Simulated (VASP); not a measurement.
Data:

```
CELL_PARAMETERS angstrom
      0.00000     2.25930     2.25930
      2.25930     0.00000     2.25930
      2.25930     2.25930     0.00000
ATOMIC_POSITIONS crystal
  Nb 0.00000 0.00000 0.00000
  N  0.50000 0.50000 0.50000
```

Method: vdW-DF2, VASP's PBE PAW potentials (set 64) (plane waves; VASP). Numerical set-up: 520 eV cut-off, Gaussian smearing of 0.050 eV, potentials Nb_sv N.

Task: Give the energies of bands 6 to 12 at the high-symmetry points, in eV from the Fermi level.

Result: 
```tsv
band	Γ	X	U	L	W
6	-3.07	-5.41	-6.21	-8.29	-6.06
7	-3.07	-4.33	-5.57	-6.37	-5.54
8	-3.07	-3.74	-5.14	-6.37	-5.54
9	-1.74	-3.74	-1.64	1.19	-0.09
10	-1.74	1.46	1.64	1.19	-0.09
11	-1.74	2.28	1.81	1.65	2.28
12	-0.02	2.28	3.44	4.79	2.88
```

It has no gap at this level: it comes out as a metal or semimetal.

The compound is NbN in the rock salt structure, the cubic δ form, which competes with hexagonal ones. It was relaxed first, which changed the volume by +9 %.
